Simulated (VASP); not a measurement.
## TiSi2 (Zhiqinite) with LDA: from relaxation to properties

Wanted: the relaxed cell of TiSi2 (Zhiqinite) and its properties. The steps: relaxing cell and atoms (LDA), second relaxation, density, ELF and potential (LDA), bands along the symmetry lines (LDA), total and projected DOS (LDA), field gradients at the nuclei (LDA), optical spectrum (LDA) and band structure (LDA), changed input. The start is a cell from a database of measured crystal structures.

Calculated with VASP 6.6.1; LDA; plane waves and PAW (Ti_sv, Si).

The database entry behind the starting cell is an old determination (1939), so it need not match the best structure at ambient conditions.

## Step 1: The starting structure

Before any relaxation, the start is as follows. The structure is orthorhombic, space group Fddd (No. 70). The conventional cell has a = 4.773 Å, b = 8.236 Å, c = 8.523 Å, α = 90.00°, β = 90.00°, γ = 90.00°. Nearest to Ti lie 10 Si at 2.54 to 2.75 Å. Nearest to Si lie 5 Ti at 2.54 to 2.75 Å and 5 Si at 2.54 to 2.75 Å. Farther neighbours are not listed.

Structure file:

```xyz
6
Lattice="0.0000 4.1180 4.2615 2.3865 0.0000 4.2615 2.3865 4.1180 0.0000" Properties=species:S:1:pos:R:3 pbc="T T T"
Ti    3.5797    6.1770    6.3922
Ti    2.3865    4.1180    4.2615
Si    1.1932    0.6836    2.1307
Si    1.1932    3.4344    2.1307
Si    2.3865    1.3754    4.2615
Si    2.3865    6.8606    4.2615
```

## Step 2: Relaxing cell and atoms (LDA)

Properties are meant for the cell that this level of theory prefers, so cell and atoms are relaxed first (ISIF = 3) until forces and stress are small; EDIFFG sets the threshold. LDA, the lowest rung, knows the local density alone.

The input, INCAR:

```
SYSTEM = TiSi2
PREC = Accurate
ENCUT = 400
EDIFF = 1E-06
NELM = 100
ISMEAR = 0
SIGMA = 0.05
LREAL = .FALSE.
ALGO = Normal
GGA = CA
NBANDS = 26
LASPH = .TRUE.
LORBIT = 11
LWAVE = .FALSE.
LCHARG = .FALSE.
KPAR = 4
IBRION = 2
NSW = 60
ISIF = 3
EDIFFG = -0.01
```

The input, POSCAR:

```
TiSi2
1.0
    0.0000000000      4.1180000000      4.2615000000
    2.3865000000      0.0000000000      4.2615000000
    2.3865000000      4.1180000000      0.0000000000
Ti Si
2 4
Direct
    0.7500000000      0.7500000000      0.7500000000
    0.5000000000      0.5000000000      0.5000000000
    0.0830000000      0.4170000000      0.0830000000
    0.4170000000      0.0830000000      0.4170000000
    0.1670000000      0.8330000000      0.1670000000
    0.8330000000      0.1670000000      0.8330000000
```

The input, KPOINTS:

```
Automatic mesh
0
Gamma
6 6 6
0 0 0
```

The projector-augmented-wave data sets are Ti_sv and Si (LDA family, release 64).

On the command line:

```bash
$ mpirun -np 4 vasp_std
```

The log of the run:

```text
[banner, memory and clock lines left out]
running    4 mpi-ranks, on    1 nodes
 distrk:  each k-point on    1 cores,    4 groups
 distr:  one band on    1 cores,    1 groups

 POSCAR found type information on POSCAR TiSi
 POSCAR found :  2 types and       6 ions
 LDA part: xc-table for (Slater(with rela. corr.)+CA(PZ))
 , standard interpolation
 POSCAR, INCAR and KPOINTS ok, starting setup
 FFT: planning ... GRIDC
 FFT: planning ... GRID_SOFT
 FFT: planning ... GRID
 WAVECAR not read
 entering main loop
       N       E                     dE             d eps       ncg     rms          rms(c)
DAV:   1     0.338920377467E+03    0.33892E+03   -0.16589E+04  2392   0.136E+03
DAV:   2    -0.417332400448E+01   -0.34309E+03   -0.33729E+03  2404   0.415E+02
DAV:   3    -0.454601757544E+02   -0.41287E+02   -0.40544E+02  4216   0.120E+02
DAV:   4    -0.482556803454E+02   -0.27955E+01   -0.27872E+01  3208   0.291E+01
DAV:   5    -0.484313242354E+02   -0.17564E+00   -0.17561E+00  3824   0.634E+00    0.184E+01
DAV:   6    -0.455909552331E+02    0.28404E+01   -0.38103E+01  3478   0.441E+01    0.684E+00
DAV:   7    -0.450083367779E+02    0.58262E+00   -0.75846E+00  3232   0.200E+01    0.507E+00
DAV:   8    -0.449285676155E+02    0.79769E-01   -0.75977E-01  3246   0.653E+00    0.989E-01
DAV:   9    -0.449210423392E+02    0.75253E-02   -0.10990E-01  3434   0.277E+00    0.478E-01
DAV:  10    -0.449214236283E+02   -0.38129E-03   -0.33817E-03  3146   0.493E-01    0.186E-01
DAV:  11    -0.449214203386E+02    0.32897E-05   -0.22512E-03  3814   0.340E-01    0.107E-01
DAV:  12    -0.449213820429E+02    0.38296E-04   -0.69563E-04  3450   0.201E-01    0.187E-02
DAV:  13    -0.449213777602E+02    0.42827E-05   -0.57255E-05  3306   0.648E-02    0.124E-02
DAV:  14    -0.449213773368E+02    0.42344E-06   -0.23418E-06  2460   0.128E-02
   1 F= -.44921377E+02 E0= -.44920095E+02  d E =-.449214E+02
 curvature:   0.00 expect dE= 0.000E+00 dE for cont linesearch  0.000E+00
 trial: gam= 0.00000 g(F)=  0.222E-02 g(S)=  0.172E+00 ort = 0.000E+00 (trialstep = 0.100E+01)
 search vector abs. value=  0.174E+00
 bond charge predicted
       N       E                     dE             d eps       ncg     rms          rms(c)
DAV:   1    -0.463815131231E+02   -0.14601E+01   -0.35388E+01  3572   0.648E+01    0.108E+01
DAV:   2    -0.451680995378E+02    0.12134E+01   -0.12965E+01  3598   0.317E+01    0.300E+00
DAV:   3    -0.449269193563E+02    0.24118E+00   -0.17750E+00  3384   0.932E+00    0.169E+00
DAV:   4    -0.448996237027E+02    0.27296E-01   -0.40774E-01  3770   0.444E+00    0.839E-01
DAV:   5    -0.449091725578E+02   -0.95489E-02   -0.35976E-02  3338   0.156E+00    0.383E-01
DAV:   6    -0.449210832301E+02   -0.11911E-01   -0.21726E-02  3856   0.574E-01    0.184E-01
DAV:   7    -0.449220863258E+02   -0.10031E-02   -0.51022E-03  3776   0.379E-01    0.580E-02
DAV:   8    -0.449220722019E+02    0.14124E-04   -0.29956E-04  3354   0.101E-01    0.429E-02
DAV:   9    -0.449220909971E+02   -0.18795E-04   -0.92949E-05  3250   0.786E-02    0.140E-02
DAV:  10    -0.449220923438E+02   -0.13467E-05   -0.91461E-06  2944   0.208E-02    0.377E-03
DAV:  11    -0.449220923718E+02   -0.27995E-07   -0.47344E-07  1836   0.528E-03
   2 F= -.44922092E+02 E0= -.44921101E+02  d E =-.715035E-03
[... from here on, the cycles between the ionic steps are left out ...]
   3 F= -.44966814E+02 E0= -.44965681E+02  d E =-.454368E-01
   4 F= -.44966804E+02 E0= -.44965674E+02  d E =-.454269E-01
   5 F= -.44968631E+02 E0= -.44967520E+02  d E =-.182652E-02
   6 F= -.44968643E+02 E0= -.44967531E+02  d E =-.183837E-02
   7 F= -.44969611E+02 E0= -.44968449E+02  d E =-.968096E-03
   8 F= -.44969892E+02 E0= -.44968691E+02  d E =-.124897E-02
   9 F= -.44969909E+02 E0= -.44968695E+02  d E =-.174004E-04
 trial-energy change:   -0.000017  1 .order   -0.000018   -0.000371    0.000335
 step:   0.5708(harm=  0.5708)  dis= 0.00083  next Energy=   -44.969989 (dE=-0.976E-04)
 bond charge predicted
       N       E                     dE             d eps       ncg     rms          rms(c)
DAV:   1    -0.449705429205E+02   -0.63461E-03   -0.14167E-02  3662   0.132E+00    0.209E-01
DAV:   2    -0.449701155509E+02    0.42737E-03   -0.58500E-03  3612   0.656E-01    0.652E-02
DAV:   3    -0.449699908066E+02    0.12474E-03   -0.89967E-04  3304   0.203E-01    0.324E-02
DAV:   4    -0.449699812073E+02    0.95993E-05   -0.12690E-04  4172   0.759E-02    0.134E-02
DAV:   5    -0.449699856081E+02   -0.44008E-05   -0.99932E-06  3118   0.213E-02    0.732E-03
DAV:   6    -0.449699898252E+02   -0.42170E-05   -0.11002E-05  3476   0.131E-02    0.224E-03
DAV:   7    -0.449699898869E+02   -0.61727E-07   -0.55473E-07  1470   0.461E-03
  10 F= -.44969990E+02 E0= -.44968782E+02  d E =-.983253E-04
 curvature:  -0.38 expect dE=-0.715E-05 dE for cont linesearch -0.102E-10
 trial: gam= 0.05955 g(F)=  0.260E-06 g(S)=  0.185E-04 ort = 0.110E-06 (trialstep = 0.983E+00)
 search vector abs. value=  0.204E-04
 reached required accuracy - stopping structural energy minimisation
```

Run time: 2.5 min. Hardware: 4 MPI ranks of AMD EPYC 7R43, shared host; peak memory 0.77 GiB; 9.9 min of CPU time.

Lines that name or quote the potential files are left out of all logs, and their timing lines are given in words.

Parts of OUTCAR (step 2):

```text
ion  position               nearest neighbor table
   1  0.750  0.750  0.750-   6 2.54   5 2.54   6 2.54   5 2.54   3 2.74   4 2.74   4 2.75   4 2.75
                             3 2.75   3 2.75
   2  0.500  0.500  0.500-   3 2.54   4 2.54   3 2.54   4 2.54   5 2.74   6 2.74   5 2.75   5 2.75
                             6 2.75   6 2.75
   3  0.083  0.417  0.083-   2 2.54   2 2.54   5 2.54   5 2.54   1 2.74   4 2.75   4 2.75   4 2.75
                             1 2.75   1 2.75
   4  0.417  0.083  0.417-   2 2.54   2 2.54   6 2.54   6 2.54   1 2.74   3 2.75   3 2.75   3 2.75
                             1 2.75   1 2.75
   5  0.167  0.833  0.167-   1 2.54   1 2.54   3 2.54   3 2.54   2 2.74   6 2.75   6 2.75   6 2.75
                             2 2.75   2 2.75
   6  0.833  0.167  0.833-   1 2.54   1 2.54   4 2.54   4 2.54   2 2.74   5 2.75   5 2.75   5 2.75
                             2 2.75   2 2.75

  LATTYP: Found a face centered orthorhombic cell.
 ALAT       =     4.7730000000
 B/A-ratio  =     1.7255394930
 C/A-ratio  =     1.7856693903

 Subroutine GETGRP returns: Found  8 space group operations
 (whereof  4 operations were pure point group operations)

The static configuration has the point symmetry D_2 .
 The point group associated with its full space group is D_2h.

 Found     46 irreducible k-points:

   k-points           NKPTS =     46   k-points in BZ     NKDIM =     46   number of bands    NBANDS=     26

   dimension x,y,z NGX =    40 NGY =   32 NGZ =   32
   dimension x,y,z NGXF=    80 NGYF=   64 NGZF=   64

   ENCUT  =  400.0 eV  29.40 Ry    5.42 a.u.   9.66  7.96  7.76*2*pi/ulx,y,z

   NELECT =      40.0000    total number of electrons

 k-points in reciprocal lattice and weights: Automatic mesh
   0.00000000  0.00000000  0.00000000       0.005
   0.16666667  0.00000000  0.00000000       0.037
   0.33333333 -0.00000000 -0.00000000       0.037
   0.50000000 -0.00000000  0.00000000       0.019
   0.16666667  0.16666667  0.00000000       0.009
   0.33333333  0.16666667 -0.00000000       0.037
   0.50000000  0.16666667  0.00000000       0.037
  -0.33333333  0.16666667  0.00000000       0.037
  -0.16666667  0.16666667 -0.00000000       0.019
[...]
-0.16666667  0.33333333  0.50000000       0.009
   0.00000000  0.50000000  0.50000000       0.005

 average (electrostatic) potential at core
       1 -69.5223       2 -69.5223       3 -80.1888       4 -80.1888       5 -80.1888
       6 -80.1888

 E-fermi :  10.5608

 k-point     1 :       0.0000    0.0000    0.0000
  band No.  band energies     occupation
    ...
     17       8.2108      2.00000
     18       8.5261      2.00000
     19       8.7767      2.00000
     20       9.1030      2.00000
     21       9.5311      2.00000
     22      12.6031      0.00000
     23      13.7427      0.00000
     24      14.0431      0.00000
     25      14.0598      0.00000
     26      14.0728      0.00000

 k-point     2 :       0.1667    0.0000    0.0000
  band No.  band energies     occupation
    ...
     17       8.4268      2.00000
     18       8.5610      2.00000
     19       9.2135      2.00000
     20       9.3557      2.00000
     21       9.6151      2.00000
     22      12.3058      0.00000
     23      13.4892      0.00000
     24      13.5772      0.00000
     25      13.7572      0.00000
     26      13.9088      0.00000

 k-point     3 :       0.3333   -0.0000   -0.0000
  band No.  band energies     occupation
    ...
     16       8.1337      2.00000
     17       8.6503      2.00000
     18       9.2223      2.00000
     19       9.7666      2.00000
     20      10.0057      2.00000
     21      10.7045      0.00005
     22      11.6981      0.00000
     23      12.9246      0.00000
     24      13.1069      0.00000
     25      13.3619      0.00000
    ...

  Total       -0.0197573     -0.0193485      0.0392537      0.0000000      0.0000000      0.0000000
  in kB       -0.3906000     -0.3825182      0.7760433      0.0000000      0.0000000      0.0000000
  external PRESSURE =       0.0009750 kB  Pullay stress =       0.0000000 kB

  energy-cutoff  :      400.00
  volume of cell :       81.04
      direct lattice vectors                 reciprocal lattice vectors
     0.000000000  4.069393371  4.207631713    -0.211281662  0.122868436  0.118831693
     2.366509219  0.000000000  4.207631713     0.211281662 -0.122868436  0.118831693
     2.366509219  4.069393371  0.000000000     0.211281662  0.122868436 -0.118831693

 POSITION                                       TOTAL-FORCE (eV/Angst)
 -----------------------------------------------------------------------------------
      3.54976      6.10409      6.31145         0.000000     -0.000000      0.000000
      2.36651      4.06939      4.20763         0.000000     -0.000000     -0.000000
      1.18325      0.69144      2.10382         0.000000      0.001160      0.000000
      1.18325      3.37795      2.10382         0.000000     -0.001160      0.000000
      2.36651      1.34326      4.20763        -0.000000     -0.001160     -0.000000
      2.36651      6.79553      4.20763        -0.000000      0.001160     -0.000000
 -----------------------------------------------------------------------------------
    total drift:                               -0.000000      0.000000      0.000000

  FREE ENERGIE OF THE ION-ELECTRON SYSTEM (eV)
  ---------------------------------------------------
  free  energy   TOTEN  =       -44.9699898869 eV

  energy  without entropy=      -44.9675736799  energy(sigma->0) =      -44.96878178

 reached required accuracy - stopping structural energy minimisation

 total charge
# of ion       s       p       d       tot
------------------------------------------
    1        2.181   6.182   2.137  10.499
    2        2.181   6.182   2.137  10.499
    3        0.779   0.889   0.000   1.667
    4        0.779   0.889   0.000   1.667
    5        0.779   0.889   0.000   1.667
    6        0.779   0.889   0.000   1.667
--------------------------------------------------
tot          7.477  15.918   4.273  27.667

[... 3 further parts left out ...]
```

The k-mesh is coarse for a metal. The run keeps the 8 symmetry operations of its start, so it cannot find a distortion of lower symmetry.

The steps of the relaxation:

```csv
step,energy less that of the first step (eV),largest force (eV/Å),pressure (GPa),volume (Å³)
1,0.0000,0.1074,-4.98,83.76
2,-0.0007,0.0686,5.53,78.61
3,-0.0454,0.0903,-0.04,81.11
4,-0.0454,0.0899,0.06,81.06
5,-0.0473,0.0653,0.16,80.94
6,-0.0473,0.0632,0.16,80.93
7,-0.0482,0.0334,-0.03,81.05
8,-0.0485,0.0068,-0.21,81.15
9,-0.0485,0.0039,0.19,80.95
10,-0.0486,0.0012,0.00,81.04
```

```
conventional cell, symmetrised  before  after  change
                         a (Å)   4.773  4.733  -0.8 %
                         b (Å)   8.236  8.139  -1.2 %
                         c (Å)   8.523  8.415  -1.3 %
              volume (Å³/atom)   13.96  13.51  -3.2 %
```

The atoms that moved most (Å, as changes of fractional coordinates times the final cell):

| atom | dx | dy | dz | length |
| --- | --- | --- | --- | --- |
| Si6 | 0.000 | 0.016 | 0.000 | 0.016 |
| Si5 | 0.000 | -0.016 | 0.000 | 0.016 |
| Si3 | 0.000 | 0.016 | 0.000 | 0.016 |
| Si4 | 0.000 | -0.016 | 0.000 | 0.016 |

The relaxed structure:

```xyz
6
Lattice="0.0000 4.0694 4.2076 2.3665 0.0000 4.2076 2.3665 4.0694 0.0000" Properties=species:S:1:pos:R:3 pbc="T T T"
Ti    3.5498    6.1041    6.3114
Ti    2.3665    4.0694    4.2076
Si    1.1833    0.6914    2.1038
Si    1.1833    3.3780    2.1038
Si    2.3665    1.3433    4.2076
Si    2.3665    6.7955    4.2076
```

Numbers from this step:

* electrons: 40
* bands: 26
* irreducible k-points: 46
* symmetry operations: 8
* free energy (TOTEN): -44.97 eV
* energy at zero smearing: -44.97 eV
* Fermi energy: 10.56 eV
* pressure: 9.75e-5 GPa
* metallic: yes
* SCF cycles over all ionic steps: 84

It ends with a largest force of 0.001 eV/Å and a pressure of 0.00 GPa. The volume lies -3.2 % from that of the database's start, which holds the thermal and zero-point expansion of its experiment. LDA is known to overbind.

## Step 3: Second relaxation

A relaxation keeps the plane waves of the cell it began with, so it is repeated from the new cell, on a basis made for it.

INCAR is that of step 2.

The input, POSCAR:

```
TiSi2
1.0
    0.0000000000      4.0693933706      4.2076317130
    2.3665092189      0.0000000000      4.2076317130
    2.3665092189      4.0693933706      0.0000000000
Ti Si
2 4
Direct
    0.7500000000      0.7500000000      0.7500000000
    0.5000000000      0.5000000000      0.5000000000
    0.0849561139      0.4150438861      0.0849561139
    0.4150438861      0.0849561139      0.4150438861
    0.1650438861      0.8349561139      0.1650438861
    0.8349561139      0.1650438861      0.8349561139
```

KPOINTS is that of step 2.

On the command line:

```bash
$ mpirun -np 4 vasp_std
```

The log of the run:

```text
[... set-up lines as in an earlier step ...]
 entering main loop
       N       E                     dE             d eps       ncg     rms          rms(c)
DAV:   1     0.341450354809E+03    0.34145E+03   -0.16595E+04  2392   0.137E+03
DAV:   2    -0.434794484878E+01   -0.34580E+03   -0.34004E+03  2404   0.419E+02
DAV:   3    -0.454130223389E+02   -0.41065E+02   -0.40239E+02  4246   0.120E+02
DAV:   4    -0.481980466947E+02   -0.27850E+01   -0.27755E+01  3304   0.289E+01
DAV:   5    -0.483596131475E+02   -0.16157E+00   -0.16154E+00  3756   0.612E+00    0.192E+01
DAV:   6    -0.455579466477E+02    0.28017E+01   -0.35625E+01  3428   0.437E+01    0.688E+00
DAV:   7    -0.450454552557E+02    0.51249E+00   -0.67158E+00  3228   0.193E+01    0.534E+00
DAV:   8    -0.449700951764E+02    0.75360E-01   -0.67418E-01  3288   0.628E+00    0.960E-01
DAV:   9    -0.449641464414E+02    0.59487E-02   -0.99496E-02  3356   0.268E+00    0.487E-01
DAV:  10    -0.449646198536E+02   -0.47341E-03   -0.33110E-03  3254   0.486E-01    0.198E-01
DAV:  11    -0.449646282908E+02   -0.84372E-05   -0.21257E-03  3794   0.340E-01    0.109E-01
DAV:  12    -0.449645968209E+02    0.31470E-04   -0.68125E-04  3414   0.207E-01    0.226E-02
DAV:  13    -0.449645914820E+02    0.53390E-05   -0.62411E-05  3308   0.692E-02    0.127E-02
DAV:  14    -0.449645912081E+02    0.27388E-06   -0.20842E-06  2432   0.122E-02
   1 F= -.44964591E+02 E0= -.44963382E+02  d E =-.449646E+02
 curvature:   0.00 expect dE= 0.000E+00 dE for cont linesearch  0.000E+00
 trial: gam= 0.00000 g(F)=  0.272E-06 g(S)=  0.195E-04 ort = 0.000E+00 (trialstep = 0.100E+01)
 search vector abs. value=  0.197E-04
 reached required accuracy - stopping structural energy minimisation
```

Elapsed: 35 s, on 4 MPI ranks; peak memory 0.65 GiB; 2.3 min of CPU time.

Parts of OUTCAR (step 3):

```text
  LATTYP: Found a face centered orthorhombic cell.
 ALAT       =     4.7330184378
 B/A-ratio  =     1.7195763862
 C/A-ratio  =     1.7779908396

 Found     46 irreducible k-points:

   ENCUT  =  400.0 eV  29.40 Ry    5.42 a.u.   9.55  7.87  7.68*2*pi/ulx,y,z

   NELECT =      40.0000    total number of electrons

 E-fermi :  10.5609

 k-point     1 :       0.0000    0.0000    0.0000
  band No.  band energies     occupation
    ...
     17       8.2114      2.00000
     18       8.5264      2.00000
     19       8.7769      2.00000
     20       9.1033      2.00000
     21       9.5312      2.00000
     22      12.6028      0.00000
     23      13.7431      0.00000
     24      14.0433      0.00000
     25      14.0727      0.00000
     26      14.2621      0.00000

 k-point     2 :       0.1667    0.0000    0.0000
  band No.  band energies     occupation
    ...
     17       8.4270      2.00000
     18       8.5615      2.00000
     19       9.2137      2.00000
     20       9.3559      2.00000
     21       9.6152      2.00000
     22      12.3057      0.00000
     23      13.4893      0.00000
     24      13.5773      0.00000
     25      13.7572      0.00000
     26      13.9093      0.00000

  Total       -0.0220033     -0.0279272      0.0339846      0.0000000      0.0000000      0.0000000
  in kB       -0.4350036     -0.5521192      0.6718724      0.0000000      0.0000000      0.0000000
  external PRESSURE =      -0.1050835 kB  Pullay stress =       0.0000000 kB

 POSITION                                       TOTAL-FORCE (eV/Angst)
 -----------------------------------------------------------------------------------
      3.54976      6.10409      6.31145        -0.000000     -0.000000      0.000000
      2.36651      4.06939      4.20763         0.000000      0.000000     -0.000000
      1.18325      0.69144      2.10382        -0.000000      0.001188     -0.000000
      1.18325      3.37795      2.10382        -0.000000     -0.001188     -0.000000
      2.36651      1.34326      4.20763        -0.000000     -0.001188      0.000000
      2.36651      6.79553      4.20763        -0.000000      0.001188      0.000000
 -----------------------------------------------------------------------------------
    total drift:                               -0.000000      0.000000      0.000000

  FREE ENERGIE OF THE ION-ELECTRON SYSTEM (eV)
  ---------------------------------------------------
  free  energy   TOTEN  =       -44.9645912081 eV

  energy  without entropy=      -44.9621737148  energy(sigma->0) =      -44.96338246

 total charge
# of ion       s       p       d       tot
------------------------------------------
    1        2.181   6.182   2.137  10.499
    2        2.181   6.182   2.137  10.499
    3        0.779   0.889   0.000   1.667
    4        0.779   0.889   0.000   1.667
    5        0.779   0.889   0.000   1.667
    6        0.779   0.889   0.000   1.667
--------------------------------------------------
tot          7.476  15.918   4.273  27.667

[... 6 parts as in an earlier step ...]

[... 7 further parts left out ...]
```

Little changed from the start: no atom moved by 0.005 Å and no cell edge by 0.1 %.

This step gave:

* free energy (TOTEN): -44.96 eV
* energy at zero smearing: -44.96 eV
* pressure: -0.01051 GPa
* SCF cycles over all ionic steps: 14

It ends with a largest force of 0.001 eV/Å and a pressure of -0.01 GPa. The volume moved by under 0.01 %: the run met its threshold at the first step.

(Part 1 of 4 ends here.)

[Lines on the potential files, build, host, timing and source positions are cut from VASP's logs without a mark.]

[Logs are printed without paths, hosts, clocks, repeated set-up lines and the standing remarks that a program may print on its own settings, such as how far it seeks lower states.]

[Hosts, paths, dates, database ids (printed as entryN), source tags and the programs' standing remarks are cut or masked in the printed files.]

[A measured line is paired with the nearest computed mode of its activity, which favours agreement.]
